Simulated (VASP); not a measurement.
## GeSe2 (relaxed from the 3R-MoS2 structure, space group R3m): computed properties

Method: PBEsol GGA, VASP's PBE PAW potentials (set 64) (plane waves; VASP).

| Item | Value |
|---|---|
| space group | R3m (160) |
| cell | a = 3.6734 Å, b = 3.6734 Å, c = 16.1718 Å, α = 90.00°, β = 90.00°, γ = 120.00° |
| volume per atom | 21.00 Å^3/atom |
| band gap (over mesh and band path) | none (metal, semimetal or under 0.01 eV) |
| density | 6.08 g/cm³ |

```cif
data_Ge3Se6
_chemical_formula_sum 'Ge3 Se6'
_space_group_name_H-M_alt 'R3m :H'
_space_group_IT_number 160
_space_group_name_Hall 'R 3 -2"'
_cell_length_a 3.67338
_cell_length_b 3.67338
_cell_length_c 16.17180
_cell_angle_alpha 90.000
_cell_angle_beta 90.000
_cell_angle_gamma 120.000
loop_
_atom_site_label
_atom_site_type_symbol
_atom_site_symmetry_multiplicity
_atom_site_Wyckoff_symbol
_atom_site_fract_x
_atom_site_fract_y
_atom_site_fract_z
_atom_site_occupancy
Ge1 Ge 3 a 0.00000 0.00000 0.99837 1
Se1 Se 3 a 0.00000 0.00000 0.23301 1
Se2 Se 3 a 0.00000 0.00000 0.43532 1
```
(The calculation used a cell of 3 atoms; values per cell refer to that cell.)

Without a dispersion term in the relaxation, distances and binding between the weakly bound layers, chains or molecules are unreliable, and so is what depends on them.

The structure was generated: GeSe2 was put into the 3R-MoS2 type (R3m), which need not be its known phase. It was relaxed first, which changed the volume by +18 %. Symmetry was kept, so distortions that lower it aren't found.
